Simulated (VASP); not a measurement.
All values below come from PBE GGA, VASP's PBE PAW potentials (set 64) (plane waves; VASP 6.6.1).

VASP ran on this input.

**INCAR**
```
ALGO  =  Normal
EDIFF  =  1E-6
ENCUT  =  400
GGA  =  PE
ISIF  =  2
ISMEAR  =  1
LASPH  =  .TRUE.
LCHARG  =  .FALSE.
LMAXMIX  =  4
LREAL  =  .FALSE.
LWAVE  =  .FALSE.
NELM  =  100
PREC  =  Accurate
SIGMA  =  0.1
SYSTEM  =  Sr
```

KPOINTS:
```
Regular mesh
0
Monkhorst Pack
 2 2 2
0 0 0
```

**POSCAR**
```
Sr
6.20160
  0.0000000000   0.5000000000   0.5000000000
  0.5000000000   0.0000000000   0.5000000000
  0.5000000000   0.5000000000   0.0000000000
Sr
1
Cartesian
  0.0000000000   0.0000000000   0.0000000000
```

POTCAR, in this order: Sr_sv (PBE.64 set). Program: vasp_std.

Problem. What will the output report for the number of irreducible k-points (NKPTS), number of bands (NBANDS), largest plane-wave count, number of space-group operations, FFT grid (NGX, NGY, NGZ)?

Solution. 
The number of irreducible k-points (NKPTS) comes out as 2 and the number of bands (NBANDS) comes out as 9. The largest plane-wave count is 1088 and the number of space-group operations is 48. The FFT grid (NGX, NGY, NGZ) is 30 × 30 × 30.

The compound is Sr in the fcc structure. The cell was not relaxed at this level. The k-mesh is coarse (spacing up to 0.88 per Å, 2π included), so the numbers may not be converged in it. The run is one of a series of settings (KPOINTS 2×2×2 Monkhorst-Pack mesh against the base run), some of them coarse on purpose.
